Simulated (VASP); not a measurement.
OSZICAR of a VASP run on Ti (hcp):

### OSZICAR
```
       N       E                     dE             d eps       ncg     rms          rms(c)
DAV:   1     0.237117341032E+03    0.23712E+03   -0.13949E+04  3848   0.195E+03
DAV:   2    -0.860040833617E+01   -0.24572E+03   -0.24429E+03  3960   0.511E+02
DAV:   3    -0.390545140286E+02   -0.30454E+02   -0.30197E+02  7568   0.143E+02
DAV:   4    -0.403751755180E+02   -0.13207E+01   -0.13203E+01  4008   0.324E+01
DAV:   5    -0.404439648417E+02   -0.68789E-01   -0.68789E-01  6256   0.522E+00    0.159E+01
DAV:   6    -0.338643556683E+02    0.65796E+01   -0.21938E+01  4800   0.629E+01    0.197E+00
DAV:   7    -0.307250206104E+02    0.31393E+01   -0.41271E+00  6160   0.165E+01    0.269E+00
DAV:   8    -0.314282588081E+02   -0.70324E+00   -0.53965E-01  5040   0.474E+00    0.234E+00
DAV:   9    -0.315601856442E+02   -0.13193E+00   -0.75325E-02  3928   0.347E+00    0.160E+00
DAV:  10    -0.320338269739E+02   -0.47364E+00   -0.37539E-01  3840   0.751E+00    0.595E-01
DAV:  11    -0.320331127818E+02    0.71419E-03   -0.92155E-02  3872   0.390E+00    0.472E-01
DAV:  12    -0.320430074414E+02   -0.98947E-02   -0.29668E-02  3888   0.222E+00    0.363E-01
DAV:  13    -0.320301279443E+02    0.12879E-01   -0.20190E-02  4760   0.126E+00    0.911E-02
DAV:  14    -0.320372423835E+02   -0.71144E-02   -0.35521E-03  4160   0.792E-01    0.971E-02
DAV:  15    -0.320385813073E+02   -0.13389E-02   -0.21790E-02  3840   0.189E+00    0.533E-02
DAV:  16    -0.320377237768E+02    0.85753E-03   -0.13977E-03  5416   0.372E-01    0.712E-02
DAV:  17    -0.320377260378E+02   -0.22610E-05   -0.44554E-04  4760   0.199E-01    0.353E-02
DAV:  18    -0.320377434444E+02   -0.17407E-04   -0.30545E-04  3968   0.205E-01    0.234E-02
DAV:  19    -0.320378074531E+02   -0.64009E-04   -0.56878E-05  4152   0.100E-01    0.125E-02
DAV:  20    -0.320378061079E+02    0.13452E-05   -0.69561E-06  4736   0.296E-02    0.103E-02
DAV:  21    -0.320377994047E+02    0.67032E-05   -0.76460E-06  4760   0.275E-02    0.503E-03
DAV:  22    -0.320378155077E+02   -0.16103E-04   -0.30797E-06  4560   0.186E-02    0.819E-04
DAV:  23    -0.320378127915E+02    0.27163E-05   -0.43528E-07  3424   0.841E-03    0.833E-04
DAV:  24    -0.320378118716E+02    0.91990E-06   -0.92071E-07  3616   0.105E-02    0.384E-04
DAV:  25    -0.320378119222E+02   -0.50664E-07   -0.78113E-08  2200   0.399E-03
   1 F= -.32037812E+02 E0= -.32038487E+02  d E =-.320378E+02
```

Q: Which electronic solver shows in the log?

A: It is blocked Davidson (ALGO = Normal, or the opening steps of other solvers). The INCAR had ALGO = Normal.

Q: Can the final energy be trusted as converged?

A: The calculation finished and met its thresholds. It stopped with EDIFF = 1E-7, NELM = 100, NSW = 30 and EDIFFG = -0.01 after 1 ionic step (SCAN meta-GGA, plane waves, VASP's PBE PAW potentials (set 64)).

The compound is Ti in the hcp structure. This cell is one point of a volume scan, at 0.94 of the reference volume.
